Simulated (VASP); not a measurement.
```xyz
1
Lattice="0.0000 3.1008 3.1008 3.1008 0.0000 3.1008 3.1008 3.1008 0.0000" Properties=species:S:1:pos:R:3 pbc="T T T"
Sr     0.0000     0.0000     0.0000
```

The base run (VASP): PBE GGA, plane waves, VASP's PBE PAW potentials (set 64). Settings: 400 eV cut-off, 9×9×9 Γ-centred mesh, first-order Methfessel-Paxton smearing of 0.10 eV, potentials Sr_sv.

One setting is varied; ΔE counts from the base run. The base run took about 7 core-seconds. Times come from single runs on busy shared machines, so they are rough: good to a factor of about 2.

Pressures at a finite cut-off, here 400 eV, hold a Pulay part, which this task's highest cut-off puts under 0.2 GPa.

| setting | cost over the base run | electronic steps | ΔE (meV/atom) | pressure (GPa) |
|---|---|---|---|---|
| KPOINTS 2×2×2 Monkhorst-Pack mesh | about 1/2 | 11 | -40.0 | -0.47 |
| KPOINTS 6×6×6 Monkhorst-Pack mesh | within a factor of 2 | 11 | -2.3 | -0.91 |
| base run | reference | 11 | 0.0 | -0.90 |
| KPOINTS 9×9×9 Monkhorst-Pack mesh | within a factor of 2 | 11 | 0.0 | -0.90 |
| KPOINTS 10×10×10 Monkhorst-Pack mesh | (withheld) | 11 | (withheld) | (withheld) |

Question: What belongs in the gaps?

Answer: 
- KPOINTS 10×10×10 Monkhorst-Pack mesh, cost over the base run: about 3 times
- KPOINTS 10×10×10 Monkhorst-Pack mesh, ΔE (meV/atom): -3.4
- KPOINTS 10×10×10 Monkhorst-Pack mesh, pressure (GPa): -0.89

Left out are runs that failed, have no time on record or changed the cell.

The compound is Sr in the fcc structure. The cell was not relaxed at this level.
